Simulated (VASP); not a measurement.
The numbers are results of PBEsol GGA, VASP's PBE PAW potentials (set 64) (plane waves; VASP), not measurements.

VASP input:

**POSCAR**
```
LuGe2
1
   -1.7263782814     1.7263782814     4.8437643246
    1.7263782814    -1.7263782814     4.8437643246
    1.7263782814     1.7263782814    -4.8437643246
Lu Ge
1 2
Direct
  0.0000000000   0.0000000000   0.0000000000
  0.3090018978   0.3090018978   0.0000000000
  0.6909981022   0.6909981022   0.0000000000
```

### INCAR
```
SYSTEM  =  LuGe2
PREC  =  Accurate; ENCUT  =  400; LREAL  =  F
LASPH  =  T
EDIFF  =  1E-6; NELM  =  100; ALGO  =  Normal
LMAXMIX  =  6
ISMEAR  =  1; SIGMA  =  0.1
GGA  =  PS
IBRION  =  2; NSW  =  60; ISIF  =  3
EDIFFG  =  -0.02
LWAVE  =  F; LCHARG  =  F
```

### KPOINTS
```
Automatic mesh
0
Gamma
11 11 11
0 0 0
```

POTCAR, in this order: Lu_3 Ge_d (PBE.64 set). Program: vasp_std.

What VASP printed:

OSZICAR:
```
       N       E                     dE             d eps       ncg     rms          rms(c)
DAV:   1     0.207976483152E+03    0.20798E+03   -0.16609E+04  7802   0.332E+03
DAV:   2     0.896150256286E+01   -0.19901E+03   -0.19621E+03  8730   0.803E+02
DAV:   3    -0.147517157913E+02   -0.23713E+02   -0.23259E+02  8250   0.162E+02
DAV:   4    -0.160294411212E+02   -0.12777E+01   -0.12193E+01  7744   0.323E+01
DAV:   5    -0.160741838609E+02   -0.44743E-01   -0.44703E-01  7962   0.629E+00    0.204E+01
DAV:   6    -0.159511307336E+02    0.12305E+00   -0.33934E-01  9180   0.715E+00    0.127E+01
DAV:   7    -0.159443536137E+02    0.67771E-02   -0.14271E-01  9558   0.648E+00    0.743E-01
DAV:   8    -0.159400952305E+02    0.42584E-02   -0.26282E-02  9136   0.204E+00    0.196E-01
DAV:   9    -0.159399748046E+02    0.12043E-03   -0.27797E-03  9278   0.701E-01    0.773E-02
DAV:  10    -0.159399184787E+02    0.56326E-04   -0.51430E-04  9756   0.228E-01    0.166E-02
DAV:  11    -0.159399157785E+02    0.27003E-05   -0.36131E-05  7964   0.841E-02    0.388E-03
DAV:  12    -0.159399158638E+02   -0.85292E-07   -0.32420E-06  4788   0.218E-02
   1 F= -.15939916E+02 E0= -.15939924E+02  d E =-.159399E+02
       N       E                     dE             d eps       ncg     rms          rms(c)
DAV:   1    -0.159642427595E+02   -0.24327E-01   -0.47550E-01  6060   0.137E+01    0.106E+00
DAV:   2    -0.159498594913E+02    0.14383E-01   -0.75587E-02  8724   0.491E+00    0.546E-01
DAV:   3    -0.159419433546E+02    0.79161E-02   -0.14693E-02  9960   0.196E+00    0.134E-01
DAV:   4    -0.159415055098E+02    0.43784E-03   -0.15150E-03  8828   0.409E-01    0.726E-02
DAV:   5    -0.159414351912E+02    0.70319E-04   -0.17493E-04  7344   0.224E-01    0.375E-02
DAV:   6    -0.159414248222E+02    0.10369E-04   -0.42050E-05  8682   0.906E-02    0.108E-02
DAV:   7    -0.159414240101E+02    0.81208E-06   -0.27790E-06  4658   0.270E-02
   2 F= -.15941424E+02 E0= -.15941455E+02  d E =-.150815E-02
       N       E                     dE             d eps       ncg     rms          rms(c)
DAV:   1    -0.159419722665E+02   -0.54744E-03   -0.11712E-02  6026   0.213E+00    0.168E-01
DAV:   2    -0.159416147139E+02    0.35755E-03   -0.19016E-03  8928   0.780E-01    0.862E-02
DAV:   3    -0.159414166354E+02    0.19808E-03   -0.35416E-04  9836   0.309E-01    0.212E-02
DAV:   4    -0.159414055434E+02    0.11092E-04   -0.37864E-05  8762   0.633E-02    0.115E-02
DAV:   5    -0.159414034133E+02    0.21300E-05   -0.43733E-06  6250   0.355E-02    0.586E-03
DAV:   6    -0.159414028233E+02    0.59006E-06   -0.75323E-07  3754   0.153E-02
   3 F= -.15941403E+02 E0= -.15941430E+02  d E =-.148696E-02
       N       E                     dE             d eps       ncg     rms          rms(c)
DAV:   1    -0.159415031461E+02   -0.99733E-04   -0.17420E-03  6010   0.822E-01    0.651E-02
DAV:   2    -0.159414498250E+02    0.53321E-04   -0.28103E-04  8714   0.299E-01    0.332E-02
DAV:   3    -0.159414206169E+02    0.29208E-04   -0.52916E-05  9894   0.119E-01    0.809E-03
DAV:   4    -0.159414191675E+02    0.14494E-05   -0.53694E-06  6832   0.245E-02    0.414E-03
DAV:   5    -0.159414190573E+02    0.11023E-06   -0.65138E-07  3516   0.177E-02
   4 F= -.15941419E+02 E0= -.15941448E+02  d E =-.150319E-02
       N       E                     dE             d eps       ncg     rms          rms(c)
DAV:   1    -0.159439185128E+02   -0.24993E-02   -0.79817E-02  8540   0.408E+00    0.366E-01
DAV:   2    -0.159424910604E+02    0.14275E-02   -0.98584E-03  8744   0.154E+00    0.180E-01
DAV:   3    -0.159417432620E+02    0.74780E-03   -0.11451E-03  9656   0.541E-01    0.476E-02
DAV:   4    -0.159417072507E+02    0.36011E-04   -0.18305E-04  8552   0.151E-01    0.221E-02
DAV:   5    -0.159417049054E+02    0.23452E-05   -0.22219E-05  7556   0.746E-02    0.877E-03
DAV:   6    -0.159417051667E+02   -0.26127E-06   -0.12993E-06  4426   0.175E-02
   5 F= -.15941705E+02 E0= -.15941702E+02  d E =-.286109E-03
```

**OUTCAR**
```
------------------------ aborting loop because EDIFF is reached ----------------------------------------
  FORCE on cell =-STRESS in cart. coord.  units (eV):
  Direction    XX          YY          ZZ          XY          YZ          ZX
  --------------------------------------------------------------------------------------
  Total       -0.0530004     -0.0530004     -0.0313896      0.0000000      0.0000000      0.0000000
  in kB       -1.4605396     -1.4605396     -0.8650070      0.0000000      0.0000000      0.0000000
  external PRESSURE =      -1.2620288 kB  Pullay stress =       0.0000000 kB
  volume of cell :       58.14
      direct lattice vectors                 reciprocal lattice vectors
    -1.735707976  1.735707976  4.824623462     0.000000000  0.288066891  0.103635031
     1.735707976 -1.735707976  4.824623462     0.288066891  0.000000000  0.103635031
     1.735707976  1.735707976 -4.824623462     0.288066891  0.288066891  0.000000000
 POSITION                                       TOTAL-FORCE (eV/Angst)
 -----------------------------------------------------------------------------------
      1.73571      1.73571      4.82462         0.000000      0.000000      0.000000
      1.73571      1.73571     -1.84687        -0.000000     -0.000000     -0.015582
      0.00000      0.00000      6.67149         0.000000      0.000000      0.015582
 -----------------------------------------------------------------------------------
    total drift:                                0.000000      0.000000     -0.000000
  FREE ENERGIE OF THE ION-ELECTRON SYSTEM (eV)
  ---------------------------------------------------
  free  energy   TOTEN  =       -15.9417051667 eV

  energy  without entropy=      -15.9416967995  energy(sigma->0) =      -15.94170238

 reached required accuracy - stopping structural energy minimisation
```
(Selected blocks of OUTCAR.)

File CONTCAR:
```
LuGe2
   1.00000000000000
    -1.7357079755594615    1.7357079755594615    4.8246234617934132
     1.7357079755594615   -1.7357079755594615    4.8246234617934132
     1.7357079755594615    1.7357079755594615   -4.8246234617934132
  Lu              Ge
     1     2
Direct
     1.0000000000000000    1.0000000000000000    1.0000000000000000
     0.3086000601699559    0.3086000601699559    1.0000000000000000
     0.6913999398300441    0.6913999398300441    0.0000000000000000
```

The structure was generated: LuGe2 was put into the MoSi2 type (I4/mmm), which need not be its known phase. This run relaxes it. Symmetry was kept, so distortions that lower it aren't found. The start is the result of an earlier pass. The electron count is odd and the run is not spin-polarised, which forces a metal.
